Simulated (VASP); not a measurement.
Input:

```
GaSb
1.0
    0.00000     3.02506     3.02506
    3.02506     0.00000     3.02506
    3.02506     3.02506     0.00000
Ga Sb
1 1
Cartesian
  0.00000   0.00000   0.00000
  1.51253   1.51253   1.51253
```

These are LDA (Ceperley-Alder, Perdew-Zunger), VASP's LDA PAW potentials (set 64) (plane waves; VASP) values and carry that method's errors. Settings: 400 eV cut-off, Gaussian smearing of 0.050 eV, potentials Ga_d Sb.

Unless said otherwise, spin-orbit coupling is left out, though it shifts the bands of the heavy elements here.

Give the energies of bands 7 to 12 at the high-symmetry points, in eV from the valence-band maximum.

```tsv
band	Γ	X	U	L	W
7	0.00	-7.01	-6.82	-6.57	-6.87
8	0.00	-2.69	-3.80	-1.21	-3.52
9	0.00	-2.69	-2.30	-1.21	-3.30
10	0.11	0.80	1.30	0.37	3.73
11	2.74	1.10	3.85	3.71	4.26
12	2.74	8.79	6.65	3.71	4.42
```

The gap is direct, 0.11 eV, from the valence maximum at Γ to the conduction minimum at Γ.

The compound is GaSb in the zinc blende structure. It was relaxed first.
